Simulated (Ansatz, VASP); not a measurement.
**Cross-check of Hf2CO2 (Hf2CO2 MXene monolayer) between VASP and Ansatz**

Aim: how closely do two programs agree when they are given the same cell, functional and k mesh? The cell is taken from a series of runs on this material, whose earlier steps may have relaxed, scaled, displaced or heated it; both programs get it as it stands.

Main program and level: Ansatz 0.2.0; plane waves, with VASP 6.6.1 beside it; single point at PBE with D3(BJ).

## Step 1: The starting structure

The cell holds 5 atoms: 2 O, 2 Hf and 1 C. Its edges and angles: a = 3.260 Å, b = 3.260 Å, c = 22.631 Å, α = 90.0°, β = 90.0°, γ = 120.0°. Vacuum lies along c.

Coordinates:

```xyz
5
Lattice="3.2603 0.0000 0.0000 -1.6302 2.8235 0.0000 0.0000 0.0000 22.6309" Properties=species:S:1:pos:R:3
O     0.0000    1.8823    9.0000
O     1.6302    0.9412   13.6309
Hf    1.6302    0.9412    9.9392
Hf    0.0000    1.8823   12.6917
C     0.0000    0.0000   11.3155
```

## Step 2: VASP: single point, PBE with D3(BJ)

With cell and atoms fixed, the geometry can't cause a difference; cores, projectors, grids and the points listed under the comparison can.

Lines of VASP's logs that name or quote its potential files are left out, and so is its time.

Contents of INCAR:

```
SYSTEM = Hf2CO2
PREC = Accurate
ENCUT = 520
EDIFF = 1E-06
NELM = 120
ISMEAR = -1
SIGMA = 0.02585
LREAL = .FALSE.
ALGO = Normal
GGA = PE
IVDW = 12
NBANDS = 24
LASPH = .TRUE.
LORBIT = 11
LWAVE = .FALSE.
LCHARG = .FALSE.
ISIF = 2
LDIPOL = .TRUE.
IDIPOL = 3
DIPOL = 0.5 0.5 0.5
LVHAR = .TRUE.
GGA_COMPAT = .FALSE.
EFERMI = MIDGAP
NELMDL = -8
KPAR = 2
```

Contents of POSCAR:

```
Hf2CO2
1.0
    3.2603023874      0.0000000000      0.0000000000
   -1.6301511937      2.8235046915      0.0000000000
    0.0000000000      0.0000000000     22.6309391058
O Hf C
2 2 1
Direct
    0.3333333333      0.6666666667      0.3976856620
    0.6666666667      0.3333333333      0.6023143380
    0.6666666667      0.3333333333      0.4391870870
    0.3333333333      0.6666666667      0.5608129130
    0.0000000000      0.0000000000      0.5000000000
```

Contents of KPOINTS:

```
Automatic mesh
0
Gamma
18 18 1
0 0 0
```

Potentials, in the order of the species: O, Hf_pv and C (PBE family, release 64).

Started as:

```sh
mpirun -np 2 vasp_std
```

Numbers of over 12 decimals in the logs are rounded to 6 here.

Output:

```text
[banner, memory and clock lines left out]
running    2 mpi-ranks, on    1 nodes
 distrk:  each k-point on    1 cores,    2 groups
 distr:  one band on    1 cores,    1 groups

 POSCAR found type information on POSCAR O HfC
 POSCAR found :  3 types and       5 ions
 LDA part: xc-table for (Slater+PW92), standard interpolation
 POSCAR, INCAR and KPOINTS ok, starting setup
 FFT: planning ... GRIDC
 FFT: planning ... GRID_SOFT
 FFT: planning ... GRID
 WAVECAR not read
 entering main loop
       N       E                     dE             d eps       ncg     rms          rms(c)
DAV:   1     0.240633374979E+03    0.24063E+03   -0.18522E+04  2112   0.124E+03
DAV:   2    -0.336543951215E+02   -0.27429E+03   -0.26814E+03  2368   0.299E+02
DAV:   3    -0.592964246407E+02   -0.25642E+02   -0.25480E+02  2280   0.855E+01
DAV:   4    -0.598189672245E+02   -0.52254E+00   -0.52153E+00  2336   0.137E+01
DAV:   5    -0.598314370402E+02   -0.12470E-01   -0.12466E-01  2296   0.196E+00
DAV:   6    -0.598319609810E+02   -0.52394E-03   -0.52385E-03  2376   0.404E-01
DAV:   7    -0.598319805347E+02   -0.19554E-04   -0.19553E-04  2288   0.742E-02
DAV:   8    -0.598319815620E+02   -0.10273E-05   -0.10273E-05  2256   0.170E-02    0.790E+01
DAV:   9    -0.509972683144E+02    0.88347E+01   -0.50130E+01  2184   0.356E+01    0.626E+01
DAV:  10    -0.511268658006E+02   -0.12960E+00   -0.76859E+00  2144   0.193E+01    0.129E+01
DAV:  11    -0.506775842947E+02    0.44928E+00   -0.28613E+00  2144   0.103E+01    0.219E+00
DAV:  12    -0.506707204934E+02    0.68638E-02   -0.17128E-01  2232   0.273E+00    0.235E+00
DAV:  13    -0.506712212275E+02   -0.50073E-03   -0.11291E-01  2280   0.211E+00    0.335E+00
DAV:  14    -0.506646398305E+02    0.65814E-02   -0.33053E-02  2232   0.116E+00    0.740E-01
[...]
DAV:  20    -0.506662877196E+02   -0.10684E-03   -0.19201E-05  2336   0.233E-02    0.268E-02
DAV:  21    -0.506664437950E+02   -0.15608E-03   -0.53987E-06  1824   0.996E-03    0.121E-02
DAV:  22    -0.506664902805E+02   -0.46485E-04   -0.17016E-06  1720   0.534E-03    0.344E-03
DAV:  23    -0.506665178829E+02   -0.27602E-04   -0.10951E-06  1608   0.430E-03    0.381E-03
DAV:  24    -0.506665242595E+02   -0.63766E-05   -0.31610E-07  1528   0.204E-03    0.340E-03
DAV:  25    -0.506665272971E+02   -0.30376E-05   -0.18755E-07  1488   0.185E-03    0.783E-04
DAV:  26    -0.506665289968E+02   -0.16997E-05   -0.15817E-07  1560   0.131E-03    0.253E-03
DAV:  27    -0.506665298257E+02   -0.82890E-06   -0.32995E-08  1480   0.695E-04
   1 F= -.51595105E+02 E0= -.51595105E+02  d E =-.912877E-10
```

OUTCAR, selected parts (step 2):

```text
ion  position               nearest neighbor table
   1  0.333  0.667  0.398-   3 2.10   3 2.10   3 2.10
   2  0.667  0.333  0.602-   4 2.10   4 2.10   4 2.10
   3  0.667  0.333  0.439-   1 2.10   1 2.10   1 2.10   5 2.33   5 2.33   5 2.33   4 3.33   4 3.33
                             4 3.33
   4  0.333  0.667  0.561-   2 2.10   2 2.10   2 2.10   5 2.33   5 2.33   5 2.33   3 3.33   3 3.33
                             3 3.33
   5  0.000  0.000  0.500-   3 2.33   4 2.33   4 2.33   3 2.33   3 2.33   4 2.33

  LATTYP: Found a hexagonal cell.
 ALAT       =     3.2603023874
 C/A-ratio  =     6.9413620017

 Subroutine GETGRP returns: Found 12 space group operations
 (whereof 12 operations were pure point group operations)

The static configuration has the point symmetry D_3d.

 Found     37 irreducible k-points:

   k-points           NKPTS =     37   k-points in BZ     NKDIM =     37   number of bands    NBANDS=     24

   dimension x,y,z NGX =    24 NGY =   24 NGZ =  168
   dimension x,y,z NGXF=    48 NGYF=   48 NGZF=  336

   ENCUT  =  520.0 eV  38.22 Ry    6.18 a.u.   6.06  6.06 42.08*2*pi/ulx,y,z

   NELECT =      36.0000    total number of electrons

 k-points in reciprocal lattice and weights: Automatic mesh
   0.00000000  0.00000000  0.00000000       0.003
   0.05555556 -0.00000000  0.00000000       0.019
   0.11111111 -0.00000000  0.00000000       0.019
   0.16666667 -0.00000000  0.00000000       0.019
   0.22222222 -0.00000000  0.00000000       0.019
   0.27777778  0.00000000  0.00000000       0.019
   0.33333333 -0.00000000  0.00000000       0.019
   0.38888889 -0.00000000  0.00000000       0.019
   0.44444444 -0.00000000  0.00000000       0.019
[...]
0.33333333  0.27777778  0.00000000       0.037
   0.33333333  0.33333333  0.00000000       0.006

 dipolmoment           0.000000      0.000000     -0.000000 electrons x Angstroem

 average (electrostatic) potential at core
       1 -77.8280       2 -77.8280       3 -44.5197       4 -44.5197       5 -55.3199

 E-fermi :  -1.8477

 k-point     1 :       0.0000    0.0000    0.0000
  band No.  band energies     occupation
    ...
     14      -6.9548      2.00000
     15      -6.5749      2.00000
     16      -3.7675      2.00000
     17      -2.3488      2.00000
     18      -2.3488      2.00000
     19      -0.0480      0.00000
     20      -0.0480      0.00000
     21       0.2748      0.00000
     22       1.6228      0.00000
     23       1.6228      0.00000
    ...

 k-point     2 :       0.0556   -0.0000    0.0000
  band No.  band energies     occupation
    ...
     14      -6.9345      2.00000
     15      -6.5166      2.00000
     16      -3.6877      2.00000
     17      -2.6378      2.00000
     18      -2.4699      2.00000
     19      -0.0449      0.00000
     20       0.1042      0.00000
     21       0.3178      0.00000
     22       1.6463      0.00000
     23       1.6551      0.00000
    ...

 k-point     3 :       0.1111   -0.0000    0.0000
  band No.  band energies     occupation
    ...
     14      -6.8779      2.00000
     15      -6.3735      2.00000
     16      -3.5344      2.00000
     17      -3.2698      2.00000
     18      -2.7439      2.00000
     19      -0.2482      0.00000
     20       0.4560      0.00000
     21       0.5677      0.00000
     22       1.7017      0.00000
     23       1.7438      0.00000
    ...

 Edisp (eV)   -0.92857

  Total      -0.89105    -0.89105    -0.64854    -0.00000     0.00000     0.00000
  in kB      -6.85276    -6.85276    -4.98769    -0.00000     0.00000     0.00000
  external pressure =       -6.23 kB  Pullay stress =        0.00 kB

  energy-cutoff  :      520.00
  volume of cell :      208.33
      direct lattice vectors                 reciprocal lattice vectors
     3.260302387  0.000000000  0.000000000     0.306720016  0.177084884  0.000000000
    -1.630151194  2.823504692  0.000000000     0.000000000  0.354169767  0.000000000
     0.000000000  0.000000000 22.630939106     0.000000000  0.000000000  0.044187296

 POSITION                                       TOTAL-FORCE (eV/Angst)
 -----------------------------------------------------------------------------------
     -0.00000      1.88234      9.00000         0.000000     -0.000000      0.181140
      1.63015      0.94117     13.63094        -0.000000      0.000000     -0.181140
      1.63015      0.94117      9.93922        -0.000000     -0.000000     -0.090932
     -0.00000      1.88234     12.69172         0.000000      0.000000      0.090932
      0.00000      0.00000     11.31547         0.000000      0.000000      0.000000
 -----------------------------------------------------------------------------------
    total drift:                                0.000000     -0.000000      0.000000

  FREE ENERGIE OF THE ION-ELECTRON SYSTEM (eV)
  ---------------------------------------------------
  free  energy   TOTEN  =       -51.5951045404 eV

  energy  without entropy=      -51.5951045403  energy(sigma->0) =      -51.59510454

 vacuum level on the upper side and lower side of the slab         3.098         3.098

 total charge
# of ion       s       p       d       tot
------------------------------------------
    1        1.568   3.486   0.000   5.053
    2        1.568   3.486   0.000   5.053
    3        0.316   6.640   1.554   8.511
    4        0.316   6.640   1.554   8.511
    5        0.861   1.560   0.000   2.421
--------------------------------------------------
tot          4.628  21.812   3.109  29.549

[... 3 further parts left out ...]
```

## Step 3: Ansatz: single point, PBE with D3(BJ)

Ansatz runs on its PAW soft_1 files.

The same cell, functional, mesh and smearing now go to Ansatz, which takes its cutoff from its data sets.

Contents of input.yaml:

```yaml
crystal:
  lattice:
    - [3.2603023874, 0.0, 0.0]
    - [-1.6301511937, 2.8235046915, 0.0]
    - [0.0, 0.0, 22.6309391058]
  atoms:
    - { symbol: O, position: [0.3333333333, 0.6666666667, 0.397685662] }
    - { symbol: Hf, position: [0.6666666667, 0.3333333333, 0.439187087] }
    - { symbol: C, position: [0.0, 0.0, 0.5] }
    - { symbol: Hf, position: [0.3333333333, 0.6666666667, 0.560812913] }
    - { symbol: O, position: [0.6666666667, 0.3333333333, 0.602314338] }
kpoints:
  mp_grid: { grid: [18, 18, 1] }
  band_path:
    path: [[0, 0, 0], [0.5, 0, 0], [0.33333333, 0.33333333, 0], [0, 0, 0]]
    npoints: 16
hamiltonian:
  xc: pbe
  dispersion: d3bj
  pseudopotentials: { kind: paw, azcp: { folder: soft_1 } }
scf:
  occupations: { method: fermi_dirac, width: 0.02585 }
  convergence: { dr2_threshold: 1.0e-10 }
efield:
  axis: 3
  dipole_correction: true
  ramp_position: 0.97
  ramp_width: 0.06
  amplitude: 0
output:
  dos: { projected: true, e_range: [-6, 5] }
  write_potential: true
  write_density: true
  volumetric_format: npy
  elf: true
```

Started as:

```sh
ansatz run input.yaml --threads 2 --pin off --max-ram 3072MiB --backend cpu --events-out ev --progress --plain --runs-dir out
```

Output:

```text
Engine: ansatz 0.2.0, aarch64-unknown-linux-gnu
Pseudopotentials: kind: paw
Pseudopotential: O, paw, valence charge 6, recommended cutoff 420 eV (normal), soft_1/O.paw.azcp
Pseudopotential: Hf, paw, valence charge 26, recommended cutoff 420 eV (normal), soft_1/Hf.paw.azcp
Pseudopotential: C, paw, valence charge 4, recommended cutoff 420 eV (normal), soft_1/C.paw.azcp
Functional definition: PBE
  parameter kappa = 0.804
  parameter beta = 0.066725
  exchange = pbe_x(kappa = kappa, mu = beta*pi^2/3)
  correlation = pbe_c(beta = beta)
Crystal: 5 atoms, lattice volume = 208.329 Å³
Basis set: ecut = 420 eV, 4179 PW (Γ)
Bands: 41, of which v1, the nominal top of the filled ones, is band 34 counted from 1 (33 counted from 0)
Symmetry: 6 space group operations
k-points: 37 of 324 (time reversal used)
Non-local potential: O, projectors of the file, l = 0: 2, l = 1: 2, l = 2: 1
Non-local potential: Hf, projectors of the file, l = 0: 3, l = 1: 2, l = 2: 2, l = 3: 3
Non-local potential: C, projectors of the file, l = 0: 2, l = 1: 2, l = 2: 1
PAW form: soft (Blöchl's): semilocal exchange-correlation on the pseudo side does not see the compensation charge
PAW one-centre angular grid: O, 110 points (default); XC on 64 Gauss nodes
PAW one-centre angular grid: Hf, 590 points (default); XC on 64 Gauss nodes
PAW one-centre angular grid: C, 110 points (default); XC on 64 Gauss nodes
Initial density: superposition of atomic densities (neutral atoms: chi_scale 0, normalization atom)
Initial wavefunctions: pseudopotential atomic-orbital guess
Functional: x = pbe(κ = 0.804, μ = 0.219515), c = pbe(β = 0.066725)
SCF iter   1: F=—  HF=-32843.920564 eV  |F-HF|=—  |Δ(HF+E_count)|=         —  Δρ=9.56e-2  dr2=2.39e1  ethr=3.10e-3  p=0.000 e·Å  D=3.88e-14 V/Å  ΔV_dip=-0.00 eV  dr2_dipole=5.20e-9  V_vac-E_F(+/−)=8.90/8.90 eV  ⟨swp⟩=7.5  Hψ=6824  notcnv=0
efield: sawtooth ramp at fractional position 0.9700 (set: `efield.ramp_position`, or a place that a band, a saddle search or an elastic batch's reference lends), width 0.0600; the density the first Hamiltonian is built on has a dipole p = 0.000 e·Å; the dipole correction subtracts the counter field D = 3.88e-14 V/Å, which shifts the + side's vacuum level by -0.00 eV against the − side's; the planar-averaged density in the ramp window peaks in size at 6.5e-6 e/Å³
preconditioner: auto → Resta (q_TF=auto, 2.264 Å⁻¹)  ε∞=2.4  [insulator: Δε(μ)=3.167 eV  Ē_g=17.354 eV  σ=0.026 eV  W_gap=1.00  n_scr=34 (ndim 8)  ℏωp=20.6 eV  f_vac=0.670  D(μ)=0.00/eV (n_scr^D=0)  ε∞_Penn≈2.4  vacuum switching on, ρ_ref=2.2e-2 e/Å³]
SCF iter   2: F=—  HF=-32838.062437 eV  |F-HF|=—  |Δ(HF+E_count)|=    5.86e0  Δρ=4.35e-2  dr2=2.46e0  ethr=3.10e-3  p=-0.000 e·Å  D=-2.45e-5 V/Å  ΔV_dip=0.00 eV  dr2_dipole=2.66e-8  V_vac-E_F(+/−)=6.06/6.06 eV  ⟨swp⟩=4.1  Hψ=4330  notcnv=0  defer=40
SCF iter   3: F=—  HF=-32837.578547 eV  |F-HF|=—  |Δ(HF+E_count)|=   4.84e-1  Δρ=1.48e-2  dr2=4.05e-1  ethr=3.10e-3  p=0.000 e·Å  D=1.13e-5 V/Å  ΔV_dip=-0.00 eV  dr2_dipole=1.12e-8  V_vac-E_F(+/−)=5.67/5.67 eV  ⟨swp⟩=2.6  Hψ=2995  notcnv=0  defer=39
SCF iter   4: F=—  HF=-32837.538568 eV  |F-HF|=—  |Δ(HF+E_count)|=   4.00e-2  Δρ=9.16e-3  dr2=1.48e-1  ethr=5.96e-4  p=-0.000 e·Å  D=-2.30e-5 V/Å  ΔV_dip=0.00 eV  dr2_dipole=3.67e-8  V_vac-E_F(+/−)=5.42/5.42 eV  ⟨swp⟩=2.4  Hψ=2413  notcnv=0  defer=39
SCF iter   5: F=—  HF=-32837.526822 eV  |F-HF|=—  |Δ(HF+E_count)|=   1.17e-2  Δρ=1.64e-3  dr2=5.22e-3  ethr=2.18e-4  p=0.000 e·Å  D=3.28e-5 V/Å  ΔV_dip=-0.00 eV  dr2_dipole=6.27e-8  V_vac-E_F(+/−)=4.94/4.94 eV  ⟨swp⟩=2.9  Hψ=2208  notcnv=0  defer=39
SCF iter   6: F=—  HF=-32837.525577 eV  |F-HF|=—  |Δ(HF+E_count)|=   1.25e-3  Δρ=7.36e-4  dr2=8.06e-4  ethr=7.68e-6  p=-0.000 e·Å  D=-2.67e-5 V/Å  ΔV_dip=0.00 eV  dr2_dipole=5.52e-8  V_vac-E_F(+/−)=4.93/4.93 eV  ⟨swp⟩=3.8  Hψ=4153  notcnv=0  defer=38
SCF iter   7: F=—  HF=-32837.525697 eV  |F-HF|=—  |Δ(HF+E_count)|=   1.20e-4  Δρ=1.88e-4  dr2=7.95e-5  ethr=1.19e-6  p=0.000 e·Å  D=1.16e-4 V/Å  ΔV_dip=-0.00 eV  dr2_dipole=9.06e-7  V_vac-E_F(+/−)=4.90/4.91 eV  ⟨swp⟩=2.3  Hψ=2717  notcnv=0  defer=38
SCF iter   8: F=—  HF=-32837.525724 eV  |F-HF|=—  |Δ(HF+E_count)|=   2.74e-5  Δρ=8.34e-5  dr2=2.17e-5  ethr=1.17e-7  p=-0.000 e·Å  D=-1.62e-4 V/Å  ΔV_dip=0.00 eV  dr2_dipole=1.85e-6  V_vac-E_F(+/−)=4.90/4.90 eV  ⟨swp⟩=2.3  Hψ=2157  notcnv=0  defer=38
SCF iter   9: F=—  HF=-32837.525734 eV  |F-HF|=—  |Δ(HF+E_count)|=   9.61e-6  Δρ=9.36e-5  dr2=7.49e-5  ethr=3.19e-8  p=0.001 e·Å  D=5.07e-4 V/Å  ΔV_dip=-0.01 eV  dr2_dipole=1.69e-5  V_vac-E_F(+/−)=4.89/4.91 eV  ⟨swp⟩=2.6  Hψ=2505  notcnv=0  defer=38  recentre
SCF iter  10: F=—  HF=-32837.525726 eV  |F-HF|=—  |Δ(HF+E_count)|=   7.96e-6  Δρ=1.58e-5  dr2=5.59e-7  ethr=3.19e-8  p=-0.000 e·Å  D=-3.37e-5 V/Å  ΔV_dip=0.00 eV  dr2_dipole=6.10e-8  V_vac-E_F(+/−)=4.90/4.90 eV  ⟨swp⟩=2.1  Hψ=1866  notcnv=0  defer=38
SCF iter  11: F=—  HF=-32837.525645 eV  |F-HF|=—  |Δ(HF+E_count)|=   8.03e-5  Δρ=5.86e-6  dr2=4.96e-8  ethr=8.23e-10  p=-0.000 e·Å  D=-1.84e-6 V/Å  ΔV_dip=0.00 eV  dr2_dipole=1.96e-9  V_vac-E_F(+/−)=4.90/4.90 eV  ⟨swp⟩=2.7  Hψ=3059  notcnv=0  defer=38
SCF iter  12: F=—  HF=-32837.525645 eV  |F-HF|=—  |Δ(HF+E_count)|=   9.90e-9  Δρ=1.50e-6  dr2=7.59e-9  ethr=7.29e-11  p=-0.000 e·Å  D=-2.34e-6 V/Å  ΔV_dip=0.00 eV  dr2_dipole=2.13e-10  V_vac-E_F(+/−)=4.90/4.90 eV  ⟨swp⟩=2.6  Hψ=3086  notcnv=0  defer=38
SCF iter  13: F=—  HF=-32837.525645 eV  |F-HF|=—  |Δ(HF+E_count)|=  4.07e-10  Δρ=6.93e-7  dr2=7.74e-10  ethr=1.12e-11  p=0.000 e·Å  D=2.81e-7 V/Å  ΔV_dip=-0.00 eV  dr2_dipole=5.15e-13  V_vac-E_F(+/−)=4.90/4.90 eV  ⟨swp⟩=3.2  Hψ=3420  notcnv=0  defer=38
SCF iter  14: F=—  HF=-32837.525645 eV  |F-HF|=—  |Δ(HF+E_count)|=  2.69e-10  Δρ=2.91e-7  dr2=1.71e-10  ethr=1.14e-12  p=0.000 e·Å  D=1.63e-7 V/Å  ΔV_dip=-0.00 eV  dr2_dipole=2.77e-12  V_vac-E_F(+/−)=4.90/4.90 eV  ⟨swp⟩=3.1  Hψ=3364  notcnv=0  defer=38
SCF iter  15: F=-32837.525645 eV  HF=-32837.525645 eV  |F-HF|=3.64e-11  |Δ(HF+E_count)|=  1.46e-11  Δρ=1.99e-7  dr2=9.40e-11  ethr=1.00e-12  p=-0.000 e·Å  D=-7.75e-8 V/Å  ΔV_dip=0.00 eV  dr2_dipole=7.96e-14  V_vac-E_F(+/−)=4.90/4.90 eV  ⟨swp⟩=15.7  Hψ=7955  notcnv=0
SCF 1 converged in 15 iterations: F = -32837.525645 eV  dr2 = 9.40e-11
  greatest PAW one-centre occupation: 0.999 electrons in one spin orbital (limit 2), on the Hf atom at site 3 (counted from 0), in its partial waves of l = 0
NSCF: frozen V_eff on 49 k-points
efield: sawtooth ramp at fractional position 0.9700 (kept from the solve that this one continues, or follows in the run), width 0.0600; the density the first Hamiltonian is built on has a dipole p = -0.000 e·Å; the dipole correction subtracts the counter field D = -7.75e-8 V/Å, which shifts the + side's vacuum level by +0.00 eV against the − side's; the planar-averaged density in the ramp window peaks in size at 6.6e-6 e/Å³
WARN: The output density's exchange-correlation potential varies sharply where the density is thin. Do not read a vacuum level from v_tot or v_xc, or from such a field of the output density. On a cell that repeats whose density bears no net charge and no dipole along the vacuum's axis use v_es (v_loc + v_h of the components); under efield.dipole_correction with no amplitude use v_es + v_field, which holds any externa [...]
SCF converged after 15 iterations
Free energy (F): -32837.525645 eV
Harris-Foulkes:  -32837.525645 eV  (|F-HF|=3.64e-11)
Internal energy: -32837.525645 eV  (E = F + TS)
E sigma→0 (E₀):  -32837.525645 eV
Fermi energy:    1.355176 eV
Dipole field:    D = 0.000000 V/Å  (p = 0.000000 e·Å, saw-weighted, corrected)
Work function:   Φ+ = 4.8984 eV   Φ− = 4.8985 eV
Levels:          The Fermi level and band energies are counted from a zero that moves with the ramp; work functions are not
--- Per-component energies (eV) ---
  E_band       = -1037.211650
  E_kinetic    = 1234.993201
  E_local      = -111052.893530  (includes V_loc(G=0)·N_el)
  E_nonlocal   = 253.304855
  E_hartree    = 54748.981907
  E_xc         = -723.471675
  E_vxc        = -750.616436  (∫ρ·V_xc dr)
  E_paw        = -15824.028770  (= ΣΔE_a)
  E_vpaw       = -219.964062  (= ΣTr[D̂ρ^β])
  E_aug_tail   = 0.001615  (compensation charges beyond the density's cutoff)
  E_efield     = 0.000000  (sawtooth field / dipole correction)
  E_vefield    = 0.000000  (∫n·V_field dr)
  E_ewald      = 38526.515444
  E_disp       = -0.928693  (pairwise vdW)
  E_smearing   = -0.000000  (= −TS)
  E_closure    = 0.000000  (closes the sum)
  Σ components = -32837.525645   (vs F -32837.525645, Δ=0.00e0)
--- Band table (eV; the first three rows and the last of 37) ---
  k-point 0: bands = [... 30 lower, -3.3862, -0.5095, 0.8823, 0.8823, 3.1478, 3.1478, 3.4887, 4.8187, ... 3 higher]
  k-point 1: bands = [... 30 lower, -3.3257, -0.4319, 0.5904, 0.7577, 3.1548, 3.3018, 3.5291, 4.8427, ... 3 higher]
  k-point 2: bands = [... 30 lower, -3.1771, -0.2856, -0.0460, 0.4769, 2.9560, 3.6560, 3.7745, 4.8856, ... 3 higher]
  k-point 36: bands = [... 30 lower, -2.9976, -1.6075, -1.5642, -1.5642, 3.4861, 4.4892, 4.4892, 5.4117, ... 3 higher]
```

## Step 4: Side by side

Known differences besides the potentials themselves: the data sets hold 68 valence electrons in Ansatz (on its PAW soft_1 files) and 36 in VASP; the cutoff is 420 eV in Ansatz and 520 eV in VASP. Total energies have different zeros and are not compared.

Compared:

```tsv
quantity	Ansatz	VASP	difference
gap on the k mesh (eV)	0.969	1.002	-0.033
```

A gap on the mesh is an upper bound, since the band edges may lie between its points; neither run holds spin-orbit coupling, which can move the band edges of a compound of Hf. With vacuum in the cell, a pressure given here is an average over mostly empty space and none of the material.

## Step 5: Summary of results

```yaml
difference_in_gap_on_the_k_mesh_single_point_pbe_with_d3_bj: -0.033 eV
```

The difference in gap on the k mesh is -0.033 eV (single point, PBE with D3(BJ)), within the 0.08 eV picked in this series as the mark of a large difference. The data sets hold unlike numbers of valence electrons (68 in Ansatz and 36 in VASP), so part of the differences comes from the potentials. Such differences can come from data sets, numerical settings and the points named under the comparisons, not from the functional's error against experiment.

[Lines on the potential files, build, host, timing and source positions are cut from VASP's logs without a mark.]

[Logs are printed without paths, hosts, clocks, repeated set-up lines and the standing remarks that a program may print on its own settings, such as how far it seeks lower states.]

[Hosts, paths, dates, database ids (printed as entryN), source tags and the programs' standing remarks are cut or masked in the printed files.]
